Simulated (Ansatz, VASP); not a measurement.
# Cross-check of ScAl3 between VASP and Ansatz, part 2 of 2

Wanted: the spread between two codes on one cell, functional and k mesh. The cell is taken from a series of runs on this material, whose earlier steps may have relaxed, scaled, displaced or heated it; both programs get it as it stands.

VASP 6.6.1 and Ansatz 0.2.0.

So far: Set-up; VASP: zone-centre phonons, PBE.

## (3) Ansatz: zone-centre phonons, PBE

Level of this step: Ansatz beside VASP: Kohn-Sham DFT, plane waves, PBE (Ansatz).

Ansatz runs on its PAW soft_1 files.

The same cell, functional, mesh and smearing now go to Ansatz, which takes its cutoff from its data sets.

Contents of input.yaml:

```yaml
crystal:
  lattice:
    - [4.1054332736, 0.0, 0.0]
    - [0.0, 4.1054332736, 0.0]
    - [0.0, 0.0, 4.1054332736]
  atoms:
    - { symbol: Sc, position: [0.0, 0.0, 0.0] }
    - { symbol: Al, position: [0.5, 0.0, 0.5] }
    - { symbol: Al, position: [0.0, 0.5, 0.5] }
    - { symbol: Al, position: [0.5, 0.5, 0.0] }
kpoints:
  mp_grid: { grid: [12, 12, 12] }
hamiltonian:
  xc: pbe
  pseudopotentials: { kind: paw, azcp: { folder: soft_1 } }
scf:
  occupations: { method: methfessel_paxton, width: 0.2 }
output:
  eigenvalues: true
phonons:
  method: dfpt
```

Command:

```
> ansatz run input.yaml --threads 4 --pin off --max-ram 16384MiB --backend cpu --events-out ev --progress --plain --runs-dir out
```

Numbers of over 12 decimals in the logs are rounded to 6 here.

The program printed:

```text
zone centre: on kpoints.mp_grid the ground state, and the responses unless they are solved on pairs of k-points, stand on 343 of the mesh's 1728 k-points, reduced under 8 symmetry operations, with k and −k counted as one. Each operation leaves every solved displacement unchanged or reverses it
Engine: ansatz 0.2.0, aarch64-unknown-linux-gnu
Pseudopotentials: kind: paw
Pseudopotential: Sc, paw, valence charge 11, recommended cutoff 420 eV (normal), soft_1/Sc.paw.azcp
Pseudopotential: Al, paw, valence charge 3, recommended cutoff 420 eV (normal), soft_1/Al.paw.azcp
Functional definition: PBE
  parameter kappa = 0.804
  parameter beta = 0.066725
  exchange = pbe_x(kappa = kappa, mu = beta*pi^2/3)
  correlation = pbe_c(beta = beta)
Crystal: 4 atoms, lattice volume = 69.195 Å³
Basis set: ecut = 420 eV, 1357 PW (Γ), exchange–correlation on 60×60×60 points (8 copies of the dense FFT grid, shifted against one another)
Bands: 14, of which v1, the nominal top of the filled ones, is band 10 counted from 1 (9 counted from 0)
Symmetry: 48 space group operations
k-points: 343 of 1728 (irreducible under 8 space group operations)
Non-local potential: Sc, projectors of the file, l = 0: 3, l = 1: 2, l = 2: 3, l = 3: 1
Non-local potential: Al, projectors of the file, l = 0: 2, l = 1: 2, l = 2: 1
PAW form: soft (Blöchl's): semilocal exchange-correlation on the pseudo side does not see the compensation charge
PAW one-centre angular grid: Sc, 590 points (default); XC on 64 Gauss nodes
PAW one-centre angular grid: Al, 110 points (default); XC on 64 Gauss nodes
Initial density: superposition of atomic densities (chi_scale 0.1, normalization cell, long waves kept (reshape's long-wave potential 0.00 eV rms))
Initial wavefunctions: pseudopotential atomic-orbital guess
Functional: x = pbe(κ = 0.804, μ = 0.219515), c = pbe(β = 0.066725)
SCF iter   1: F=—  HF=-3750.423046 eV  |F-HF|=—  |Δ(HF+E_count)|=         —  Δρ=2.56e-2  dr2=8.81e-1  ethr=3.10e-3  ⟨swp⟩=5.2  Hψ=24957  notcnv=0
preconditioner: auto → Kerker (q_TF=auto, 2.218 Å⁻¹)  [metal: Δε(μ)=0.023 eV  Ē_g=5.383 eV  σ=0.200 eV  W_gap=0.10  n_scr=18 (ndim 8)  ℏωp=15.5 eV  f_vac=0.000  D(μ)=1.08/eV (n_scr^D=6)]
SCF iter   2: F=—  HF=-3750.258066 eV  |F-HF|=—  |Δ(HF+E_count)|=   1.65e-1  S|Δr|=    0.00e0  Δρ=1.64e-2  dr2=2.77e-1  ethr=3.10e-3  ⟨swp⟩=2.0  Hψ=8656  notcnv=0
SCF iter   3: F=—  HF=-3750.148508 eV  |F-HF|=—  |Δ(HF+E_count)|=   1.10e-1  S|Δr|=    0.00e0  Δρ=5.83e-3  dr2=3.99e-2  ethr=1.38e-3  ⟨swp⟩=3.0  Hψ=9086  notcnv=0
SCF iter   4: F=—  HF=-3750.137007 eV  |F-HF|=—  |Δ(HF+E_count)|=   1.15e-2  S|Δr|=    0.00e0  Δρ=9.01e-4  dr2=3.37e-4  ethr=1.99e-4  ⟨swp⟩=2.2  Hψ=6457  notcnv=0
SCF iter   5: F=—  HF=-3750.136947 eV  |F-HF|=—  |Δ(HF+E_count)|=   5.98e-5  S|Δr|=    0.00e0  Δρ=1.26e-4  dr2=1.31e-5  ethr=1.68e-6  ⟨swp⟩=2.7  Hψ=6924  notcnv=0
SCF iter   6: F=—  HF=-3750.136946 eV  |F-HF|=—  |Δ(HF+E_count)|=   1.17e-6  S|Δr|=    0.00e0  Δρ=1.85e-5  dr2=2.09e-7  ethr=6.55e-8  ⟨swp⟩=2.3  Hψ=6164  notcnv=0
SCF iter   7: F=—  HF=-3750.136947 eV  |F-HF|=—  |Δ(HF+E_count)|=   1.64e-6  S|Δr|=    0.00e0  Δρ=2.63e-6  dr2=4.21e-9  ethr=1.04e-9  ⟨swp⟩=2.3  Hψ=6157  notcnv=0
SCF iter   8: F=—  HF=-3750.136947 eV  |F-HF|=—  |Δ(HF+E_count)|=  4.48e-10  S|Δr|=    0.00e0  Δρ=2.94e-7  dr2=8.13e-11  ethr=2.10e-11  ⟨swp⟩=2.2  Hψ=6740  notcnv=0
SCF iter   9: F=-3750.136947 eV  HF=-3750.136947 eV  |F-HF|=3.18e-12  |Δ(HF+E_count)|=  1.73e-11  S|Δr|=    0.00e0  Δρ=5.47e-8  dr2=2.95e-12  ethr=1.00e-12  ⟨swp⟩=5.1  Hψ=18522  notcnv=0
the search or the solves at the SCF's close seem to have found levels that the self-consistency loop had missed (the run counts 6). By its estimate they hold under 1e-12 electrons; where the run keeps them, the occupations were computed again with them
SCF 1 converged in 9 iterations: F = -3750.136947 eV  dr2 = 2.95e-12
  greatest PAW one-centre occupation: 0.998 electrons in one spin orbital (limit 2), on the Sc atom at site 0 (counted from 0), in its partial waves of l = 0
DFPT response loops at Γ: preconditioner auto → Kerker (q_TF=auto, 2.218 Å⁻¹) (partly filled bands, converged f_vac=0.000); β = 1.00, the filter's whole step (`scf.mixing.beta` (0.50) is not read by the response loops under this deck's `scf.mixing.preconditioner`; to damp them name `kerker` or `kerker_dos`, under which they read `scf.mixing.beta`, and type it under 1.00, their step now; both keys bind the ground state too); Broyden in place of MSR1
SCF converged after 9 iterations
Stability not checked: this state was not tested for a lower state beside it, because cold or Methfessel-Paxton smearing, or corrected tetrahedra, fill the levels in a way that the test cannot read (fill_not_monotonic; see scf.lower_state_search)
Free energy (F): -3750.136947 eV
Harris-Foulkes:  -3750.136947 eV  (|F-HF|=3.18e-12)
Internal energy: -3750.136788 eV  (E = F + TS)
E sigma→0 (E₀):  -3750.136907 eV
Entropy (-TS):   -0.000159 eV (-0.040 meV/atom)
Fermi energy:    9.075831 eV
--- Per-component energies (eV) ---
  E_band       = -128.923924
  E_kinetic    = 278.214008
  E_local      = -1014.166869  (includes V_loc(G=0)·N_el)
  E_nonlocal   = 172.757221
  E_hartree    = 406.475659
  E_xc         = -200.021770
  E_vxc        = -194.545491  (∫ρ·V_xc dr)
  E_paw        = -2399.529007  (= ΣΔE_a)
  E_vpaw       = -184.134184  (= ΣTr[D̂ρ^β])
  E_aug_tail   = 0.000032  (compensation charges beyond the density's cutoff)
  E_ewald      = -993.866063
  E_smearing   = -0.000159  (= −TS)
  E_closure    = -0.000000  (closes the sum)
  Σ components = -3750.136947   (vs F -3750.136947, Δ=0.00e0)
--- Band table (eV; the first three rows and the last of 343) ---
  k-point 0: bands = [... 6 lower, 6.4498, 7.2483, 7.2483, 7.2483, 10.3104, 10.3510, 10.3510, 10.3510]
  k-point 1: bands = [... 6 lower, 6.5002, 7.2573, 7.2573, 7.6700, 10.3112, 10.3112, 10.3709, 10.5811]
  k-point 2: bands = [... 6 lower, 6.6487, 7.2812, 7.2812, 8.2045, 10.2175, 10.2175, 10.4267, 11.2133]
  k-point 342: bands = [... 6 lower, 4.2792, 4.6336, 6.1116, 6.1116, 6.1116, 9.9794, 11.6399, 11.6399]
--- Phonons (Γ-DFPT): 3 representative perturbations + reference, on 343 of 1728 k-points (Σ response iterations 9) ---
  k mesh reduced under 8 symmetry operations, with k and −k counted as one. Each operation leaves every solved displacement unchanged or reverses it
  ASR residual: 5.307e-5 → 0.000e0 eV/Å²; symmetrization residual: 2.076e-6 eV/Å²
  ASR residual per site (eV/Å²): 5.31e-5 2.04e-5 2.04e-5 2.04e-5
  Γ frequencies (cm⁻¹): 0.00 0.00 0.00 233.24 233.24 233.24 251.75 251.75 251.75 329.03 329.03 329.03
  non-analytic LO–TO correction: not included (Born effective charges unavailable; polar crystals: no LO–TO splitting at Γ)
```

## (4) Differences

Known differences besides the potentials themselves: the cutoff is 420 eV in Ansatz and 500 eV in VASP. Total energies have different zeros and are not compared.

The two programs side by side:

| quantity | Ansatz | VASP | difference |
| --- | --- | --- | --- |
| optical mode 1 to 3 (cm⁻¹) | 233.2 | 233.1 | +0.07 % |
| optical mode 4 to 6 (cm⁻¹) | 251.8 | 252.1 | -0.13 % |
| optical mode 7 to 9 (cm⁻¹) | 329.0 | 329.7 | -0.20 % |

Modes are paired by rising frequency, not by their patterns, so a pair may set unlike modes beside each other; they are those without the splitting of longitudinal modes.

## (5) Results

```yaml
r_m_s_difference_of_the_optical_zone_centre_modes_each_program_s_sorted_by_frequency_zone_centre_phonons_pbe: 0.44 cm⁻¹
```

What this shows: The r.m.s. difference of the optical zone-centre modes, each program's sorted by frequency is 0.44 cm⁻¹ (zone-centre phonons, PBE). 2 further runs of this series are not shown here. How closely two codes agree says nothing of how well the functional describes the real material.

[Lines on the potential files, build, host, timing and source positions are cut from VASP's logs without a mark.]

[Logs are printed without paths, hosts, clocks, repeated set-up lines and the standing remarks that a program may print on its own settings, such as how far it seeks lower states.]

[Hosts, paths, dates, database ids (printed as entryN), source tags and the programs' standing remarks are cut or masked in the printed files.]
